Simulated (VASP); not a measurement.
Data:

```
CoTi
1.0
    2.92731     0.00000     0.00000
    0.00000     2.92731     0.00000
    0.00000     0.00000     2.92731
Ti Co
1 1
Cartesian
  0.00000   0.00000   0.00000
  1.46366   1.46366   1.46366
```

Level of theory: PBEsol GGA, VASP's PBE PAW potentials (set 64) (plane waves; VASP). Run with 480 eV cut-off, 12×12×12 Γ-centred mesh, first-order Methfessel-Paxton smearing of 0.10 eV, potentials Ti_sv Co.

Each relaxation starts from this cell; other phases were not tried.

Question: The cell is relaxed at 20 GPa. What happens?

Answer: The volume per atom goes from 12.54 to 11.53 Å³ (-8.1 %), and the cell becomes a = b = c = 2.8464 Å, α = β = γ = 90.00°, space group Pm-3m.

Question: The cell is relaxed at 30 GPa. What happens?

Answer: The volume per atom goes from 12.54 to 11.14 Å³ (-11.2 %), and the cell becomes a = b = c = 2.814 Å, α = β = γ = 90.00°, space group Pm-3m.

Failed runs are left out, and for metals the shear rows, which the mesh's noise covers.

The compound is TiCo in the CsCl type structure. The run is not spin-polarised, so no magnetic state was tried. The electron count is odd and the run is not spin-polarised, which forces a metal.
